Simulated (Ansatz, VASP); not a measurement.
# Cross-check of Na2MgMnP2O7F3 between VASP and Ansatz

Wanted: the spread between two codes on one cell, functional and k mesh. The cell is taken from a series of runs on this material, whose earlier steps may have relaxed, scaled, displaced or heated it; both programs get it as it stands. Valence electrons are named where the data sets of a main pair hold unlike numbers.

Main program and level: Ansatz 0.2.0; plane waves, with VASP 6.6.1 beside it; single point at PBEsol, single point at PBE, DFT+U and single point at PBE.

## (1) The structure

The cell holds 16 atoms: 1 Mn, 2 P, 1 Mg, 2 Na, 3 F and 7 O. Cell: a = 4.833 Å, b = 5.614 Å, c = 8.458 Å, α = 105.0°, β = 92.6°, γ = 105.0°.

## (2) Ansatz: single point, PBEsol

Ansatz runs on its default PAW (the set named soft_2) files.

A single point gives forces, pressure and levels at one fixed geometry, so differences don't come from the geometry; what else differs is listed under the comparison.

The input, input.yaml:

```yaml
crystal:
  lattice:
    - [4.8325424116, 0.0, 0.0]
    - [-1.45406914, 5.4221184018, 0.0]
    - [-0.3802246942, -2.3615061507, 8.1128866003]
  atoms:
    - { symbol: Mn, position: [0.581064, 0.505565, 0.179446], spin: 4.0 }
    - { symbol: P, position: [0.196398, 0.731773, 0.445302] }
    - { symbol: P, position: [0.902796, 0.203283, 0.875002] }
    - { symbol: Mg, position: [0.350682, 0.35207, 0.660676] }
    - { symbol: Na, position: [0.256072, 0.855815, 0.998389] }
    - { symbol: Na, position: [0.86638, 0.111138, 0.317804] }
    - { symbol: F, position: [0.707837, 0.253515, 0.720545] }
    - { symbol: F, position: [0.776575, 0.770346, 0.093781] }
    - { symbol: F, position: [0.315943, 0.218432, 0.213942] }
    - { symbol: O, position: [0.175893, 0.010379, 0.508883] }
    - { symbol: O, position: [0.920132, 0.935273, 0.819196] }
    - { symbol: O, position: [0.898674, 0.543724, 0.366389] }
    - { symbol: O, position: [0.322308, 0.632487, 0.576605] }
    - { symbol: O, position: [0.404031, 0.74876, 0.304241] }
    - { symbol: O, position: [0.720582, 0.254838, 0.016207] }
    - { symbol: O, position: [0.185498, 0.412704, 0.881879] }
magnetization:
  spin_polarized: true
kpoints:
  mp_grid: { grid: [6, 4, 4] }
  band_path:
    path:
      - [[0.0, 0.0, 0.0], [-0.5, 0.0, 0.0]]
      - [[0.0, 0.0, -0.5], [0.0, 0.0, 0.0], [0.0, -0.5, 0.0]]
      - [[0.5, -0.5, 0.5], [0.0, 0.0, 0.0], [0.0, -0.5, 0.5]]
      - [[0.5, -0.5, 0.0], [0.0, 0.0, 0.0], [-0.5, 0.0, 0.5]]
    npoints: 8
scf:
  occupations: { method: fermi_dirac, width: 0.02 }
  n_extra_bands: 36
hamiltonian:
  xc: pbesol
  pseudopotentials: { kind: paw }
output:
  forces: true
  stress: true
  dos:
    projected: true
    de: 0.05
    e_range: [-30, 12]
    nscf_kmesh: { grid: [8, 8, 6] }
  fatbands: true
```

Launch:

```console
$ ansatz run input.yaml --threads 4 --pin off --max-ram 8192MiB --backend cpu --events-out ev --progress --plain --runs-dir out
```

Numbers of over 12 decimals in the logs are rounded to 6 here.

Output:

```text
scf.n_extra_bands = 36 over 58 filled bands (N_el = 116.0): the run solves 94 bands
Engine: ansatz 0.2.0, aarch64-unknown-linux-gnu
Pseudopotentials: kind: paw
Pseudopotential: Mn, paw, valence charge 15, recommended cutoff 420 eV (normal), Mn.paw.azcp
Pseudopotential: P, paw, valence charge 5, recommended cutoff 420 eV (normal), P.paw.azcp
Pseudopotential: Mg, paw, valence charge 10, recommended cutoff 420 eV (normal), Mg.paw.azcp
Pseudopotential: Na, paw, valence charge 9, recommended cutoff 420 eV (normal), Na.paw.azcp
Pseudopotential: F, paw, valence charge 7, recommended cutoff 420 eV (normal), F.paw.azcp
Pseudopotential: O, paw, valence charge 6, recommended cutoff 420 eV (normal), O.paw.azcp
Functional definition: PBEsol
  exchange = pbesol_x
  correlation = pbesol_c
Crystal: 16 atoms, lattice volume = 212.579 Å³
Basis set: ecut = 420 eV, 4149 PW (Γ), exchange–correlation on 72×80×120 points (8 copies of the dense FFT grid, shifted against one another)
Bands: 94, of which v1, the nominal top of the filled ones, is band 58 counted from 1 (57 counted from 0)
Symmetry: 1 space group operations
Space group: P1 (ITA 1), of the structure as read, at distance tolerance 6.0e-5 Å
Magnetic group: BNS 1.1 (UNI 1), of the structure as read, at distance tolerance 6.0e-5 Å
k-points: 52 of 96 (time reversal used)
Non-local potential: Mn, projectors of the file, l = 0: 3, l = 1: 2, l = 2: 3, l = 3: 1
Non-local potential: P, projectors of the file, l = 0: 2, l = 1: 2, l = 2: 2
Non-local potential: Mg, projectors of the file, l = 0: 3, l = 1: 2, l = 2: 1
Non-local potential: Na, projectors of the file, l = 0: 3, l = 1: 2, l = 2: 1
Non-local potential: F, projectors of the file, l = 0: 2, l = 1: 2, l = 2: 1
Non-local potential: O, projectors of the file, l = 0: 2, l = 1: 2, l = 2: 1
PAW form: soft (Blöchl's): semilocal exchange-correlation on the pseudo side does not see the compensation charge
PAW frozen core: Mn, regenerated for the run's functional, and the local potential with it (the file was generated under x = pbe(κ = 0.804, μ = 0.219515), c = pbe(β = 0.066725))
PAW frozen core: P, regenerated for the run's functional, and the local potential with it (the file was generated under x = pbe(κ = 0.804, μ = 0.219515), c = pbe(β = 0.066725))
PAW frozen core: Mg, regenerated for the run's functional, and the local potential with it (the file was generated under x = pbe(κ = 0.804, μ = 0.219515), c = pbe(β = 0.066725))
PAW frozen core: Na, regenerated for the run's functional, and the local potential with it (the file was generated under x = pbe(κ = 0.804, μ = 0.219515), c = pbe(β = 0.066725))
PAW frozen core: F, regenerated for the run's functional, and the local potential with it (the file was generated under x = pbe(κ = 0.804, μ = 0.219515), c = pbe(β = 0.066725))
PAW frozen core: O, regenerated for the run's functional, and the local potential with it (the file was generated under x = pbe(κ = 0.804, μ = 0.219515), c = pbe(β = 0.066725))
PAW one-centre angular grid: Mn, 590 points (default); XC on 64 Gauss nodes
PAW one-centre angular grid: P, 110 points (default); XC on 64 Gauss nodes
PAW one-centre angular grid: Mg, 110 points (default); XC on 64 Gauss nodes
PAW one-centre angular grid: Na, 110 points (default); XC on 64 Gauss nodes
PAW one-centre angular grid: F, 110 points (default); XC on 64 Gauss nodes
PAW one-centre angular grid: O, 110 points (default); XC on 64 Gauss nodes
Initial density: superposition of atomic densities (chi_scale 0.1, normalization cell, long waves kept (reshape's long-wave potential 0.43 eV rms))
Starting moments: Σ|m| = 4 μB on 1 of 16 sites
Initial wavefunctions: pseudopotential atomic-orbital guess
Functional: x = pbesol(κ = 0.804, μ = 0.123457), c = pbesol(β = 0.046)
SCF iter   1: F=—  HF=-16565.598451 eV  |F-HF|=—  |Δ(HF+E_count)|=         —  Δρ=1.34e-1 (↑1.22e-1 ↓1.34e-1)  dr2=1.71e2  dr2_m=5.07e-1  M=3.925 μB ∫|m|=3.935 μB  β_m=0.30  ethr=3.10e-3  ⟨swp⟩=7.5  Hψ=50841  notcnv=0  defer=1471
Mixer restart at iter 1: flushing history
preconditioner: auto → Kerker (q_TF=auto, 2.466 Å⁻¹)  [metal: Δε(μ)=0.010 eV  Ē_g=17.769 eV  σ=0.020 eV  W_gap=0.12  n_scr=54 (ndim 8)  ℏωp=23.3 eV  f_vac=0.048  D(μ)=3.66/eV (n_scr^D=22)]
spin=Collinear: Kerker preconditioning applied to the charge; magnetization (m = ρ↑ − ρ↓) channel mixes plain (no charge-response kernel on spin).
SCF iter   2: F=—  HF=-16556.660022 eV  |F-HF|=—  |Δ(HF+E_count)|=    8.94e0  Δρ=4.36e-2 (↑4.36e-2 ↓4.02e-2)  dr2=1.43e1  dr2_m=3.18e-1  M=4.000 μB ∫|m|=4.144 μB  β_m=0.31  ethr=3.10e-3  ⟨swp⟩=3.8  Hψ=19815  notcnv=0  defer=2906
[...]
SCF iter   7: F=—  HF=-16551.518062 eV  |F-HF|=—  |Δ(HF+E_count)|=   8.57e-4  Δρ=8.41e-4 (↑8.41e-4 ↓7.21e-4)  dr2=4.33e-3  dr2_m=7.30e-5  M=4.000 μB ∫|m|=4.174 μB  β_m=0.64  ethr=2.35e-5  ⟨swp⟩=3.0  Hψ=14596  notcnv=0  defer=3180
SCF iter   8: F=—  HF=-16551.519109 eV  |F-HF|=—  |Δ(HF+E_count)|=   1.05e-3  Δρ=3.25e-4 (↑3.25e-4 ↓3.20e-4)  dr2=6.80e-4  dr2_m=8.42e-6  M=4.000 μB ∫|m|=4.173 μB  β_m=0.68  ethr=3.73e-6  ⟨swp⟩=2.8  Hψ=14240  notcnv=0  defer=3180
SCF iter   9: F=—  HF=-16551.519604 eV  |F-HF|=—  |Δ(HF+E_count)|=   4.94e-4  Δρ=1.77e-4 (↑1.77e-4 ↓1.70e-4)  dr2=2.43e-4  dr2_m=1.59e-6  M=4.000 μB ∫|m|=4.174 μB  β_m=0.71  ethr=5.86e-7  ⟨swp⟩=2.5  Hψ=14609  notcnv=0  defer=3180
SCF iter  10: F=—  HF=-16551.519724 eV  |F-HF|=—  |Δ(HF+E_count)|=         —  Δρ=1.22e-4 (↑1.22e-4 ↓5.63e-5)  dr2=4.84e-5  dr2_m=2.99e-6  M=4.000 μB ∫|m|=4.174 μB  β_m=0.71  ethr=2.10e-7  ⟨swp⟩=2.3  Hψ=15903  notcnv=0  defer=3180
Mixer restart at iter 10: flushing history
SCF iter  11: F=—  HF=-16551.519756 eV  |F-HF|=—  |Δ(HF+E_count)|=   3.16e-5  Δρ=9.08e-5 (↑9.08e-5 ↓5.35e-5)  dr2=3.62e-5  dr2_m=9.96e-7  M=4.000 μB ∫|m|=4.174 μB  β_m=0.56  ethr=4.17e-8  ⟨swp⟩=2.5  Hψ=16329  notcnv=0  defer=3180
SCF iter  12: F=—  HF=-16551.519749 eV  |F-HF|=—  |Δ(HF+E_count)|=   6.47e-6  Δρ=1.32e-5 (↑1.32e-5 ↓1.21e-5)  dr2=2.15e-6  dr2_m=1.55e-8  M=4.000 μB ∫|m|=4.174 μB  β_m=0.77  ethr=3.12e-8  ⟨swp⟩=2.1  Hψ=16209  notcnv=0  defer=3180
SCF iter  13: F=—  HF=-16551.519754 eV  |F-HF|=—  |Δ(HF+E_count)|=   4.71e-6  Δρ=1.32e-5 (↑1.32e-5 ↓1.32e-5)  dr2=1.03e-6  dr2_m=9.93e-9  M=4.000 μB ∫|m|=4.174 μB  β_m=0.67  ethr=1.85e-9  ⟨swp⟩=2.3  Hψ=14891  notcnv=0  defer=3180
SCF iter  14: F=—  HF=-16551.519754 eV  |F-HF|=—  |Δ(HF+E_count)|=   4.13e-7  Δρ=2.95e-6 (↑2.95e-6 ↓2.38e-6)  dr2=3.71e-8  dr2_m=2.22e-9  M=4.000 μB ∫|m|=4.174 μB  β_m=0.63  ethr=8.89e-10  ⟨swp⟩=2.0  Hψ=14673  notcnv=0  defer=3180
SCF iter  15: F=-16551.519754 eV  HF=-16551.519754 eV  |F-HF|=2.15e-10  |Δ(HF+E_count)|=   1.24e-8  Δρ=1.20e-6 (↑1.20e-6 ↓7.33e-7)  dr2=5.64e-9  dr2_m=3.46e-10  M=4.000 μB ∫|m|=4.174 μB  ethr=3.19e-11  ⟨swp⟩=14.4  Hψ=76062  notcnv=0
SCF 1 converged in 15 iterations: F = -16551.519754 eV  dr2 = 5.64e-9
  greatest PAW one-centre occupation: 1.002 electrons in one spin orbital (limit 2), on the Mn atom at site 0 (counted from 0), in its partial waves of l = 1
NSCF: frozen V_eff on 60 k-points
NSCF: frozen V_eff on 196 k-points
SCF converged after 15 iterations
Magnetization: 4.0000 μB (60.0000 up, 56.0000 down)
Absolute magnetization: 4.1830 μB (∫|ρ↑−ρ↓|, with the PAW one-centre terms)
Spin contamination: 0.0375 ħ² per cell (⟨S²⟩ above its minimum at these occupations)
Per-site moments (μB) at R_I (Å): [(3.132868, 0.773575), (0.00484546, 0.632167), (0.00151272, 0.611252), (0.000183452, 0.791655), (0.000348096, 0.948184), (0.000422205, 0.928256), (0.00184422, 0.701368), (0.033911, 0.773575), (0.036993, 0.775155), (-0.00738172, 0.638534), (-0.00496235, 0.611252), (0.076983, 0.638132), (0.010706, 0.632167), (0.012473, 0.659510), (0.00683116, 0.630163), (0.00959926, 0.636031)]
Free energy (F): -16551.519754 eV
Harris-Foulkes:  -16551.519754 eV  (|F-HF|=2.15e-10)
Internal energy: -16551.519754 eV  (E = F + TS)
E sigma→0 (E₀):  -16551.519754 eV
Fermi energy:    4.571736 eV
--- Per-component energies (eV) ---
  E_band       = -1506.453416
  E_kinetic    = 2623.313445
  E_local      = -12515.641277  (includes V_loc(G=0)·N_el)
  E_nonlocal   = 1194.683483
  E_hartree    = 4710.426274
  E_xc         = -1088.007878
  E_vxc        = -1363.560833  (∫ρ·V_xc dr)
  E_paw        = -4816.237781  (= ΣΔE_a)
  E_vpaw       = -866.120629  (= ΣTr[D̂ρ^β])
  E_aug_tail   = 0.023457  (compensation charges beyond the density's cutoff)
  E_ewald      = -6660.883913
  E_core_change = 0.804436  (= ΣΔE_core)
  E_smearing   = -0.000000  (= −TS)
  E_closure    = 0.000000  (closes the sum)
  Σ components = -16551.519754   (vs F -16551.519754, Δ=0.00e0)
--- Forces (eV/Å), atoms counted from 1 ---
  atom   1  Mn    -0.07965373     0.15657987     0.06895444
  atom   2  P      0.07595405     0.08016462    -0.00176336
  atom   3  P      0.00238944     0.16875883    -0.12755091
  atom   4  Mg    -0.01973056    -0.03631981     0.03553785
  atom   5  Na    -0.06014493    -0.01597034     0.02717601
  atom   6  Na     0.00366072    -0.01508878    -0.01737383
  atom   7  F      0.09137390    -0.10786901     0.17715773
  atom   8  F     -0.17824806    -0.64071773     0.33859959
  atom   9  F      0.32736510     0.62560737    -0.08633836
  atom  10  O      0.06644191    -0.07491950    -0.02744912
  atom  11  O     -0.06120961     0.10825470     0.06226891
  atom  12  O     -0.14799417     0.04526248    -0.20215244
  atom  13  O     -0.07551157     0.01275494    -0.12445467
  atom  14  O      0.41182248    -0.41829139    -0.30273559
  atom  15  O     -0.23787542     0.21957019     0.29398964
  atom  16  O     -0.11865097    -0.10779257    -0.11389877
  max |Σ_I F_I| component: 3.29e-5 eV/Å
--- Stress (GPa, compression-positive) ---
       -3.139572       0.004953       0.598487
        0.004951      -4.273891       0.001974
        0.598484       0.001974      -2.973143
  P = ⅓ Tr σ = -3.4622 GPa (-34.622 kbar)
--- Band table (eV; the first three rows and the last of 104) ---
  k-point 0 ↑: bands = [... 54 lower, 2.5063, 2.7295, 2.7865, 2.8832, 3.0809, 3.8990, 5.1995, 7.4708, ... 32 higher]
  k-point 1 ↑: bands = [... 54 lower, 2.4839, 2.6879, 2.7683, 2.8829, 3.0796, 3.8970, 5.2011, 7.7094, ... 32 higher]
  k-point 2 ↑: bands = [... 54 lower, 2.4524, 2.6179, 2.7699, 2.8852, 3.0787, 3.8950, 5.2023, 8.1268, ... 32 higher]
  k-point 51 ↓: bands = [... 54 lower, 2.6530, 2.7627, 6.0125, 6.1621, 6.2687, 6.8763, 7.1355, 9.9222, ... 32 higher]
```

The column dr2 measures how far the density is from self-consistency, as an energy; F and HF (Harris–Foulkes) agree once it is small.

[end of part 1 of 3]

[Lines on the potential files, build, host, timing and source positions are cut from VASP's logs without a mark.]

[Logs are printed without paths, hosts, clocks, repeated set-up lines and the standing remarks that a program may print on its own settings, such as how far it seeks lower states.]

[Hosts, paths, dates, database ids (printed as entryN), source tags and the programs' standing remarks are cut or masked in the printed files.]
